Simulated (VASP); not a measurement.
Input:

```
CELL_PARAMETERS angstrom
      0.00000     3.26768     3.26768
      3.26768     0.00000     3.26768
      3.26768     3.26768     0.00000
ATOMIC_POSITIONS crystal
  Te 0.50000 0.50000 0.50000
  Pb 0.00000 0.00000 0.00000
```

All values below come from r2SCAN meta-GGA, VASP's PBE PAW potentials (set 64) (plane waves; VASP). Settings: 400 eV cut-off, 6×6×6 Γ-centred mesh, Gaussian smearing of 0.050 eV, potentials Te Pb_d.

Unless said otherwise, spin-orbit coupling is left out, though it shifts the bands of the heavy elements here.

### Question
Estimate the energy per atom (σ→0), band gap (on the k-mesh) with the smallest direct gap where there is one.

### Answer

```
Property                                      Result
-----------------------------------  ---------------
band gap (on the k-mesh)                     1.09 eV
smallest direct gap (on the k-mesh)          1.09 eV
energy per atom (σ→0)                -41.353 eV/atom
```

The compound is PbTe in the rock salt structure. It was relaxed first. The start is the result of an earlier pass.
